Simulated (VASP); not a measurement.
Energy against volume of Pt$_{3}$Ti (L1_2). Computed with RPBE GGA, VASP's PBE PAW potentials (set 64) (plane waves; VASP). Run with 520 eV cut-off, 8×8×8 Γ-centred mesh, first-order Methfessel-Paxton smearing of 0.10 eV, potentials Ti_sv Pt.

```json
[
 {"V (Å³/atom)": "14.695", "E (eV/atom)": "-6.75068"},
 {"V (Å³/atom)": "15.164", "E (eV/atom)": "-6.78476"},
 {"V (Å³/atom)": "15.633", "E (eV/atom)": "-6.79566"},
 {"V (Å³/atom)": "16.102", "E (eV/atom)": "-6.78720"}
]
```

### Question
Fit these four points and predict the energy of the run at 16.571 Å³/atom.

### Answer
A cubic in V^(−2/3), the third-order Birch-Murnaghan form, passes through the four points with V0 = 15.65 Å³/atom and B0 = 219 GPa, and gives -6.7626 eV/atom there. The run gave -6.7626 eV/atom, -0.0 meV/atom from the fit; all five points give B0 = 219 GPa.

The compound is Pt3Ti in the L1_2 structure. It was relaxed first.
